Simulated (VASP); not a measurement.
OSZICAR of a VASP run on Mo3Ir (space group I4/mmm):

File OSZICAR:
```
       N       E                     dE             d eps       ncg     rms          rms(c)
DAV:   1     0.438901713509E+03    0.43890E+03   -0.23047E+04  1952   0.115E+03
DAV:   2    -0.265538236990E+02   -0.46546E+03   -0.45246E+03  1950   0.457E+02
DAV:   3    -0.472797147766E+02   -0.20726E+02   -0.19898E+02  2480   0.789E+01
DAV:   4    -0.479014264294E+02   -0.62171E+00   -0.61312E+00  2108   0.125E+01
DAV:   5    -0.479260481038E+02   -0.24622E-01   -0.24582E-01  2412   0.247E+00    0.267E+01
DAV:   6    -0.452746730255E+02    0.26514E+01   -0.68421E+00  2222   0.204E+01    0.722E+00
DAV:   7    -0.451312428802E+02    0.14343E+00   -0.41002E+00  2362   0.123E+01    0.414E+00
DAV:   8    -0.448418960514E+02    0.28935E+00   -0.18362E+00  2530   0.790E+00    0.135E+00
DAV:   9    -0.448304625600E+02    0.11433E-01   -0.12374E-01  2484   0.243E+00    0.754E-01
DAV:  10    -0.448212866802E+02    0.91759E-02   -0.40177E-02  2566   0.159E+00    0.251E-01
DAV:  11    -0.448207517211E+02    0.53496E-03   -0.32680E-03  2814   0.407E-01    0.914E-02
DAV:  12    -0.448207661334E+02   -0.14412E-04   -0.20153E-04  2366   0.884E-02    0.232E-02
DAV:  13    -0.448207594618E+02    0.66717E-05   -0.36359E-05  2456   0.457E-02    0.558E-03
DAV:  14    -0.448207593264E+02    0.13534E-06   -0.11008E-06  1392   0.783E-03
   1 F= -.44820759E+02 E0= -.44745438E+02  d E =-.150642E+00
```

Which electronic solver shows in the log?

It is blocked Davidson (ALGO = Normal, or the opening steps of other solvers). The INCAR had ALGO = Normal.

Can the final energy be trusted as converged?

The run converged. It stopped with EDIFF = 1E-6, NELM = 100 (PBEsol GGA, plane waves, VASP's PBE PAW potentials (set 64)).

The structure was generated: Mo3Ir was put into an ordered model structure, which need not be its known phase. The cell was not relaxed at this level. The k-mesh is coarse (spacing up to 0.38 per Å, 2π included), so the numbers may not be converged in it. The run is one of a series of settings (GGA = PS against the base run), some of them coarse on purpose. The electron count is odd and the run is not spin-polarised, which forces a metal.
